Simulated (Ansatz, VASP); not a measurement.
## H13C10 (amorphous poly(phenylene vinylene) with methane at 250 K): VASP beside Ansatz

One calculation is typed for both programs; each brings its own data sets. How far apart do they land? The cell is taken from a series of runs on this material, whose earlier steps may have relaxed, scaled, displaced or heated it; both programs get it as it stands.

Calculated with Ansatz 0.2.0; plane waves, with VASP 6.6.1 beside it; single point at RPBE with D3(BJ).

### Step 1. The starting structure

The cell holds 138 atoms: 60 C and 78 H. Its edges and angles: a = 11.299 Å, b = 11.299 Å, c = 11.299 Å, α = 90.0°, β = 90.0°, γ = 90.0°. As first built, before any earlier steps moved the atoms (in the runner's words): 3 poly(phenylene vinylene) chains of 2 units, 6 methane placed at random, at 0.92 g/cm^3; overlaps pushed apart, then 20 ps at 800 K with MMFF94 bonds, angles, torsions, charges and radii (Halgren, J. Comput. Chem. 17, 490 (1996)) in harmonic and 12-6 forms; charges of ions scaled by 0.8. Snapshot after 30 ps at 250 K and fixed volume.

### Step 2. Ansatz: single point, RPBE with D3(BJ)

Ansatz runs on its default PAW (the set named soft_2) files.

A single point gives forces, pressure and levels at one fixed geometry, so differences don't come from the geometry; what else differs is listed under the comparison.

The input, input.yaml:

```yaml
crystal:
  lattice:
    - [11.29937, 0.0, 0.0]
    - [0.0, 11.29937, 0.0]
    - [0.0, 0.0, 11.29937]
  atoms:
    - { symbol: C, position: [0.91576, 0.51302, 0.91511] }
    - { symbol: C, position: [0.95244, 0.45463, 0.02851] }
    - { symbol: C, position: [0.97362, 0.52261, 0.13093] }
    - { symbol: C, position: [0.00693, 0.46996, 0.23664] }
    - { symbol: C, position: [0.01974, 0.34556, 0.24513] }
    - { symbol: C, position: [0.99668, 0.2774, 0.14254] }
    - { symbol: C, position: [0.96504, 0.33109, 0.0365] }
    - { symbol: C, position: [0.05276, 0.28677, 0.35391] }
    - { symbol: C, position: [0.10032, 0.34133, 0.45092] }
    - { symbol: C, position: [0.12519, 0.28771, 0.5641] }
    - { symbol: C, position: [0.19344, 0.35166, 0.64791] }
    - { symbol: C, position: [0.21819, 0.30583, 0.75871] }
    - { symbol: C, position: [0.17434, 0.19354, 0.79286] }
    - { symbol: C, position: [0.10372, 0.13085, 0.71032] }
    - { symbol: C, position: [0.08058, 0.17574, 0.59862] }
    - { symbol: C, position: [0.19811, 0.14098, 0.90793] }
    - { symbol: C, position: [0.27826, 0.17991, 0.98787] }
    - { symbol: C, position: [0.2994, 0.12373, 0.10551] }
    - { symbol: H, position: [0.94154, 0.46031, 0.83785] }
    - { symbol: H, position: [0.81898, 0.52317, 0.91202] }
    - { symbol: H, position: [0.95428, 0.60172, 0.90721] }
    - { symbol: H, position: [0.96457, 0.61855, 0.12667] }
    - { symbol: H, position: [0.02195, 0.52522, 0.31407] }
    - { symbol: H, position: [0.00667, 0.18156, 0.14706] }
    - { symbol: H, position: [0.95068, 0.27708, 0.95788] }
    - { symbol: H, position: [0.03907, 0.19118, 0.35579] }
    - { symbol: H, position: [0.12365, 0.43467, 0.44396] }
    - { symbol: H, position: [0.22688, 0.43875, 0.6236] }
    - { symbol: H, position: [0.2704, 0.35784, 0.8207] }
    - { symbol: H, position: [0.06694, 0.04554, 0.736] }
[... 102 atom lines left out ...]
    - { symbol: H, position: [0.16064, 0.5753, 0.82647] }
    - { symbol: C, position: [0.40589, 0.42805, 0.40592] }
    - { symbol: H, position: [0.48252, 0.43185, 0.34674] }
    - { symbol: H, position: [0.43457, 0.40279, 0.49498] }
    - { symbol: H, position: [0.34178, 0.36351, 0.37275] }
    - { symbol: H, position: [0.36487, 0.51586, 0.409] }
kpoints:
  mp_grid: { grid: [1, 1, 1] }
hamiltonian:
  xc: rpbe
  dispersion: d3bj
scf:
  occupations: { method: fermi_dirac, width: 0.025 }
output:
  forces: true
  stress: true
  populations: true
  dos:
    method: { smearing: { sigma: 0.08 } }
    de: 0.1
    projected: { site_lists: { C: [C], H: [H] } }
  eigenvalues: true
```

Launch:

```sh
$ ansatz run input.yaml --threads 4 --pin off --max-ram 8192MiB --backend cpu --events-out ev --progress --plain --runs-dir out
```

Numbers of over 12 decimals in the logs are rounded to 6 here.

The log of the run:

```text
Engine: ansatz 0.2.0, x86_64-unknown-linux-gnu
Pseudopotentials: kind: paw
Pseudopotential: C, paw, valence charge 4, recommended cutoff 420 eV (normal), C.paw.azcp
Pseudopotential: H, paw, valence charge 1, recommended cutoff 420 eV (normal), H.paw.azcp
Functional definition: RPBE
  parameter kappa = 0.804
  parameter beta = 0.066725
  exchange = rpbe_x(kappa = kappa, mu = beta*pi^2/3)
  correlation = pbe_c(beta = beta)
Crystal: 138 atoms, lattice volume = 1442.656 Å³
Basis set: ecut = 420 eV, 28257 PW (Γ), exchange–correlation on 160×160×160 points (8 copies of the dense FFT grid, shifted against one another)
Bands: 297, of which v1, the nominal top of the filled ones, is band 159 counted from 1 (158 counted from 0)
Symmetry: 1 space group operations
Space group: P1 (ITA 1), of the structure as read, at distance tolerance 1.1e-4 Å
k-points: 1
Non-local potential: C, projectors of the file, l = 0: 2, l = 1: 2, l = 2: 1
Non-local potential: H, projectors of the file, l = 0: 2, l = 1: 1
PAW form: soft (Blöchl's): semilocal exchange-correlation on the pseudo side does not see the compensation charge
PAW frozen core: C, regenerated for the run's functional, and the local potential with it (the file was generated under x = pbe(κ = 0.804, μ = 0.219515), c = pbe(β = 0.066725))
PAW one-centre angular grid: C, 110 points (default); XC on 64 Gauss nodes
PAW one-centre angular grid: H, 110 points (default); XC on 64 Gauss nodes
Initial density: superposition of atomic densities (neutral atoms: chi_scale 0, normalization atom), corrected by the library's trained network
Initial wavefunctions: pseudopotential atomic-orbital guess
Functional: x = rpbe, c = pbe(β = 0.066725)
SCF iter   1: F=—  HF=-16417.735645 eV  |F-HF|=—  |Δ(HF+E_count)|=         —  Δρ=5.40e-3  dr2=3.75e-1  ethr=1.77e-3  ⟨swp⟩=6.0  Hψ=1385  notcnv=0  defer=49
preconditioner: auto → Resta (q_TF=auto, 2.120 Å⁻¹)  ε∞=2.3  [insulator: Δε(μ)=2.101 eV  Ē_g=15.168 eV  σ=0.025 eV  W_gap=1.00  n_scr=250 (ndim 8)  ℏωp=17.4 eV  f_vac=0.180  D(μ)=0.00/eV (n_scr^D=0)  ε∞_Penn≈2.3]
SCF iter   2: F=—  HF=-16417.714103 eV  |F-HF|=—  |Δ(HF+E_count)|=   2.15e-2  Δρ=2.67e-3  dr2=8.43e-2  ethr=1.18e-4  ⟨swp⟩=3.0  Hψ=508  notcnv=0  defer=131
SCF iter   3: F=—  HF=-16417.722522 eV  |F-HF|=—  |Δ(HF+E_count)|=   8.42e-3  Δρ=9.31e-4  dr2=1.72e-2  ethr=2.65e-5  ⟨swp⟩=3.0  Hψ=279  notcnv=0  defer=131
SCF iter   4: F=—  HF=-16417.720272 eV  |F-HF|=—  |Δ(HF+E_count)|=   2.25e-3  Δρ=2.75e-4  dr2=1.29e-3  ethr=5.42e-6  ⟨swp⟩=2.0  Hψ=324  notcnv=0  defer=131
SCF iter   5: F=—  HF=-16417.720087 eV  |F-HF|=—  |Δ(HF+E_count)|=   1.85e-4  Δρ=1.17e-4  dr2=2.18e-4  ethr=4.07e-7  ⟨swp⟩=2.0  Hψ=318  notcnv=0  defer=131
SCF iter   6: F=—  HF=-16417.720054 eV  |F-HF|=—  |Δ(HF+E_count)|=   3.29e-5  Δρ=3.85e-5  dr2=3.05e-5  ethr=6.87e-8  ⟨swp⟩=2.0  Hψ=317  notcnv=0  defer=131
SCF iter   7: F=—  HF=-16417.718700 eV  |F-HF|=—  |Δ(HF+E_count)|=   1.35e-3  Δρ=1.22e-5  dr2=2.78e-6  ethr=9.59e-9  ⟨swp⟩=2.0  Hψ=445  notcnv=0  defer=131
SCF iter   8: F=—  HF=-16417.718701 eV  |F-HF|=—  |Δ(HF+E_count)|=   4.19e-7  Δρ=4.13e-6  dr2=3.77e-7  ethr=8.73e-10  ⟨swp⟩=2.0  Hψ=319  notcnv=0  defer=131
SCF iter   9: F=-16417.718701 eV  HF=-16417.718701 eV  |F-HF|=5.27e-8  |Δ(HF+E_count)|=   9.17e-8  Δρ=2.03e-6  dr2=9.12e-8  ethr=3.14e-11  ⟨swp⟩=16.0  Hψ=2026  notcnv=0
SCF 1 converged in 9 iterations: F = -16417.718701 eV  dr2 = 9.12e-8
  greatest PAW one-centre occupation: 0.681 electrons in one spin orbital (limit 2), on the C atom at site 47 (counted from 0), in its partial waves of l = 0
SCF converged after 9 iterations
Free energy (F): -16417.718701 eV
Harris-Foulkes:  -16417.718701 eV  (|F-HF|=5.27e-8)
Internal energy: -16417.718701 eV  (E = F + TS)
E sigma→0 (E₀):  -16417.718701 eV
Fermi energy:    1.272235 eV
--- Per-component energies (eV) ---
  E_band       = -2247.213768
  E_kinetic    = 6523.614087
  E_local      = -18608.859568  (includes V_loc(G=0)·N_el)
  E_nonlocal   = 1737.745581
  E_hartree    = 6507.373355
  E_xc         = -3601.284848
  E_vxc        = -4475.535866  (∫ρ·V_xc dr)
  E_paw        = -6073.913994  (= ΣΔE_a)
  E_vpaw       = -438.821924  (= ΣTr[D̂ρ^β])
  E_aug_tail   = -0.108444  (compensation charges beyond the density's cutoff)
  E_ewald      = -2878.777136
  E_disp       = -22.618868  (pairwise vdW)
  E_core_change = -0.888865  (= ΣΔE_core)
  E_smearing   = -0.000000  (= −TS)
  E_closure    = -0.000000  (closes the sum)
  Σ components = -16417.718701   (vs F -16417.718701, Δ=0.00e0)
--- Forces (eV/Å), atoms counted from 1 ---
  atom   1  C     -0.15408567     0.04794751    -0.04899219
  atom   2  C      0.12623701    -0.04574420     0.17838808
  atom   3  C     -0.03502901    -0.07374916    -0.29199239
  atom   4  C     -0.00768117    -0.29087604     0.08209414
  atom   5  C     -0.13047717     0.14558087    -0.37661665
[...]
atom  93  H     -0.00347218     0.00427213     0.00445461
  atom  94  H      0.00737308     0.00355757    -0.00653652
  atom  95  H      0.01148783    -0.00186817    -0.00300711
  atom  96  H     -0.00608985     0.00333474     0.00608702
  atom  97  H     -0.00093081     0.00009769     0.00166484
  atom  98  H      0.00874411    -0.00235808    -0.00362255
  atom  99  H      0.00097574     0.00755124     0.00252321
  atom 100  H      0.00123684     0.00059943    -0.00826294
  atom 101  H      0.00242007     0.00074618     0.00290408
  atom 102  H     -0.01522153    -0.00702242     0.00536268
  atom 103  H     -0.00468010     0.00012605     0.00340461
  atom 104  H     -0.01452236    -0.01154817     0.00775907
  atom 105  H     -0.00888426    -0.01283104    -0.00327216
  atom 106  H     -0.00009236     0.00430835     0.00018932
  atom 107  H      0.00688568     0.00266777    -0.01363584
  atom 108  H     -0.00757623    -0.01193531    -0.01246185
  atom 109  C     -0.01929038     0.00586704     0.01509835
  atom 110  H     -0.00501359    -0.00560433    -0.00359977
  atom 111  H      0.00261479    -0.01441278    -0.00283880
[...]
atom 131  H      0.00351300    -0.00185982     0.00625876
  atom 132  H     -0.00161881    -0.00064094     0.00898821
  atom 133  H      0.00685511     0.01250563    -0.00394883
  atom 134  C      0.01301547    -0.01846139    -0.01581976
  atom 135  H     -0.00056108     0.01207458     0.01142177
  atom 136  H     -0.00517221     0.01384918    -0.01044488
  atom 137  H     -0.02022908     0.00790148     0.01245391
  atom 138  H      0.00854162    -0.01235347     0.00172211
  max |Σ_I F_I| component: 1.16e-4 eV/Å
--- Stress (GPa, compression-positive) ---
       -0.249089      -0.025874       0.130885
       -0.025873      -0.413078      -0.429203
        0.130886      -0.429203       0.194156
  P = ⅓ Tr σ = -0.1560 GPa (-1.560 kbar)
--- Band table (eV) ---
  k-point 0: bands = [... 155 lower, -0.7441, -0.0908, 0.0808, 0.2878, 2.2567, 2.4023, 2.5008, 3.3082, ... 134 higher]
--- Löwdin populations: 138 sites ---
  site symbol       q [e]
     0      C      4.4438
     1      C      3.9301
     2      C      4.1349
     3      C      4.1292
     4      C      3.9651
     5      C      4.1238
     6      C      4.1282
     7      C      4.1249
     8      C      4.1280
     9      C      3.9608
    10      C      4.1215
    11      C      4.1252
    12      C      3.9551
    13      C      4.1263
    14      C      4.1256
    15      C      4.1396
    16      C      4.0933
    17      C      4.4340
    18      H      0.8038
    19      H      0.7968
    20      H      0.8184
    21      H      0.8162
    22      H      0.8168
    23      H      0.8138
[...]
130      H      0.8031
   131      H      0.8188
   132      H      0.8046
   133      C      4.6276
   134      H      0.8138
   135      H      0.8066
   136      H      0.8094
   137      H      0.8111
  spilling = 0.013334 (of n_electrons = 318.000000)
```

The column dr2 measures how far the density is from self-consistency, as an energy; F and HF (Harris–Foulkes) agree once it is small.

### Step 3. VASP: single point, RPBE with D3(BJ)

The same cell, functional, mesh and smearing now go to VASP, with its own data sets.

Lines of VASP's logs that name or quote its potential files are left out, and so is its time.

The input, INCAR:

```
SYSTEM = H13C10
PREC = Accurate
ENCUT = 600
EDIFF = 1E-06
NELM = 120
ISMEAR = -1
SIGMA = 0.025
LREAL = Auto
ALGO = Normal
GGA = RP
IVDW = 12
NBANDS = 255
LORBIT = 11
LWAVE = .FALSE.
LCHARG = .FALSE.
ISIF = 2
LASPH = .TRUE.
GGA_COMPAT = .FALSE.
EFERMI = MIDGAP
```

The input, POSCAR:

```
H13C10
1.0
   11.2993700000      0.0000000000      0.0000000000
    0.0000000000     11.2993700000      0.0000000000
    0.0000000000      0.0000000000     11.2993700000
C H
60 78
Direct
    0.9157600000      0.5130200000      0.9151100000
    0.9524400000      0.4546300000      0.0285100000
    0.9736200000      0.5226100000      0.1309300000
    0.0069300000      0.4699600000      0.2366400000
    0.0197400000      0.3455600000      0.2451300000
    0.9966800000      0.2774000000      0.1425400000
    0.9650400000      0.3310900000      0.0365000000
    0.0527600000      0.2867700000      0.3539100000
    0.1003200000      0.3413300000      0.4509200000
    0.1251900000      0.2877100000      0.5641000000
    0.1934400000      0.3516600000      0.6479100000
    0.2181900000      0.3058300000      0.7587100000
    0.1743400000      0.1935400000      0.7928600000
    0.1037200000      0.1308500000      0.7103200000
    0.0805800000      0.1757400000      0.5986200000
    0.1981100000      0.1409800000      0.9079300000
    0.2782600000      0.1799100000      0.9878700000
    0.2994000000      0.1237300000      0.1055100000
    0.5767000000      0.8733400000      0.0152600000
    0.5903800000      0.8074600000      0.1300000000
    0.6837900000      0.7277000000      0.1485600000
    0.6953000000      0.6674500000      0.2554700000
    0.6150400000      0.6868400000      0.3492700000
    0.5201100000      0.7660100000      0.3296100000
    0.5080500000      0.8240500000      0.2220600000
    0.6303600000      0.6241700000      0.4601100000
    0.5800300000      0.6550500000      0.5653400000
    0.5895000000      0.5897600000      0.6748600000
    0.5531900000      0.6438200000      0.7816600000
    0.5597100000      0.5838500000      0.8884900000
[... 102 atom lines left out ...]
    0.1608900000      0.7150400000      0.7513900000
    0.1606400000      0.5753000000      0.8264700000
    0.4825200000      0.4318500000      0.3467400000
    0.4345700000      0.4027900000      0.4949800000
    0.3417800000      0.3635100000      0.3727500000
    0.3648700000      0.5158600000      0.4090000000
```

The input, KPOINTS:

```
Automatic mesh
0
Gamma
1 1 1
0 0 0
```

PAW data sets: C and H (PBE family, release 64).

Launch:

```sh
$ export OMP_NUM_THREADS=4
$ mpirun -np 1 vasp_gam
```

The log of the run:

```text
[banner, memory and clock lines left out]
running    1 mpi-ranks, on    1 nodes
[...]
Offloading initialized ...    1 GPUs detected
[...]
|                                                                             |
|               ----> ADVICE to this user running VASP <----                  |
|                                                                             |
|     You enforced a specific xc type in the INCAR file but a different       |
|     [... a line on the potential file left out ...]
|     I HOPE YOU KNOW WHAT YOU ARE DOING!                                     |
|                                                                             |

 LDA part: xc-table for (Slater+PW92), standard interpolation
 POSCAR, INCAR and KPOINTS ok, starting setup
[...]
entering main loop
       N       E                     dE             d eps       ncg     rms          rms(c)
DAV:   1     0.217442253604E+04    0.21744E+04   -0.17092E+05   510   0.127E+03
DAV:   2    -0.613867561353E+03   -0.27883E+04   -0.26214E+04   645   0.272E+02
DAV:   3    -0.883476297875E+03   -0.26961E+03   -0.26703E+03   644   0.848E+01
DAV:   4    -0.890586702362E+03   -0.71104E+01   -0.70890E+01   660   0.158E+01
[...]
DAV:  16    -0.810971714328E+03    0.11421E-04   -0.24078E-05   652   0.150E-02    0.517E-03
DAV:  17    -0.810971711242E+03    0.30856E-05   -0.91418E-06   580   0.809E-03    0.310E-03
DAV:  18    -0.810971710858E+03    0.38374E-06   -0.17072E-06   492   0.363E-03
   1 F= -.83358954E+03 E0= -.83358954E+03  d E =-.158517E-16
```

Parts of OUTCAR (step 3):

```text
  FREE ENERGIE OF THE ION-ELECTRON SYSTEM (eV)
  ---------------------------------------------------
  free  energy   TOTEN  =      -833.5895411034 eV

  energy  without entropy=     -833.5895411034  energy(sigma->0) =     -833.58954110
```

The run ends at a pressure of -0.23 GPa, with forces up to 0.79 eV/Å.

### Step 4. Side by side

Known differences besides the potentials themselves: the cutoff is 420 eV in Ansatz and 600 eV in VASP (PREC = Accurate, projectors in real space); Ansatz makes its cores anew for this functional, VASP keeps those of its PBE data sets. Total energies have different zeros and are not compared.

Both answers:

```csv
quantity,Ansatz,VASP,difference
pressure (GPa),-0.16,-0.23,+0.07
gap on the k mesh (eV),1.969,1.968,+0.001
```

Forces on 10 of the 138 atoms, those with the largest forces and the largest differences (eV/Å; atoms numbered as in POSCAR):

```csv
atom,"Ansatz x, y, z","VASP x, y, z"
C3,"-0.035, -0.074, -0.292","-0.039, -0.041, -0.297"
C5,"-0.130, 0.146, -0.377","-0.126, 0.140, -0.362"
C8,"0.362, 0.172, 0.685","0.354, 0.153, 0.671"
C9,"-0.237, -0.201, -0.750","-0.228, -0.186, -0.737"
C10,"0.091, -0.166, 0.405","0.088, -0.163, 0.390"
C16,"0.326, 0.065, 0.403","0.304, 0.050, 0.388"
C21,"-0.085, 0.106, -0.057","-0.064, 0.102, -0.082"
C26,"-0.129, 0.051, 0.479","-0.115, 0.039, 0.462"
C27,"0.189, -0.029, -0.521","0.175, -0.016, -0.505"
C50,"-0.090, 0.090, -0.025","-0.089, 0.073, -0.054"
```

The forces differ by 12 meV/Å r.m.s., which is 11.3 % of the r.m.s. force of 0.106 eV/Å (both taken over all components). A gap on the mesh is an upper bound, since the band edges may lie between its points.

### Step 5. What came out

- r.m.s. force difference (single point, RPBE with D3(BJ)): 12 meV/Å

**Reading.** The r.m.s. force difference is 12 meV/Å (single point, RPBE with D3(BJ)), at about the 12 meV/Å picked in this series as the mark of a large difference. Such differences can come from data sets, numerical settings and the points named under the comparisons, not from the functional's error against experiment.

[Lines on the potential files, build, host, timing and source positions are cut from VASP's logs without a mark.]

[Logs are printed without paths, hosts, clocks, repeated set-up lines and the standing remarks that a program may print on its own settings, such as how far it seeks lower states.]

[Hosts, paths, dates, database ids (printed as entryN), source tags and the programs' standing remarks are cut or masked in the printed files.]

[The MMFF94 radii named for the starting cell were scaled by 0.96; in molecules described by MMFF94, hydrogen bound to N, O or S took a small fixed 12-6 site in their place.]
